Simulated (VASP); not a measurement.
Here is the system:

```xyz
8
Lattice="-2.7416 2.7416 5.4736 2.7416 -2.7416 5.4736 2.7416 2.7416 -5.4736" Properties=species:S:1:pos:R:3 pbc="T T T"
Cu     0.0000     0.0000     0.0000
Cu     0.0000     2.7416     2.7368
Zn     2.7416     0.0000     2.7368
Sn     0.0000     0.0000     5.4736
S      4.1463     1.3346     1.4035
S      1.3346     1.3368    -1.4035
S     -1.4048     1.4070     6.8772
S      1.4070     1.4048     4.0701
```

Computed with PBE GGA, VASP's PBE PAW potentials (set 64) (plane waves; VASP). Numerical set-up: 300 eV cut-off, 4×4×4 Γ-centred mesh, Fermi-Dirac smearing of 0.10 eV, potentials Cu Zn Sn_d S.

At this cut-off the stress carries a Pulay error, which pulls relaxed volumes low.

### Question
Which forces act on the atoms, in eV/Å?

### Answer

| atom | Fx | Fy | Fz |
|---|---|---|---|
| Cu1 | 0.000 | 0.000 | 0.000 |
| Cu2 | 0.000 | 0.000 | 0.000 |
| Zn3 | 0.000 | 0.000 | 0.000 |
| Sn4 | 0.000 | 0.000 | 0.000 |
| S5 | 0.451 | -0.102 | 0.145 |
| S6 | -0.102 | -0.451 | -0.145 |
| S7 | -0.451 | 0.102 | 0.145 |
| S8 | 0.102 | 0.451 | -0.145 |

### Question
Give the stress tensor in GPa (positive for a compressed cell).

### Answer

```
-0.40   0.00   0.00
 0.00  -0.40   0.00
 0.00   0.00  -0.52
```
The pressure is its mean diagonal, -0.44 GPa.

The structure comes from a measured ZnCu2SnS4 entry of the Crystallography Open Database, whose conditions weren't checked. The cell was not relaxed at this level. The k-mesh is coarse (spacing up to 0.41 per Å, 2π included), so the numbers may not be converged in it.
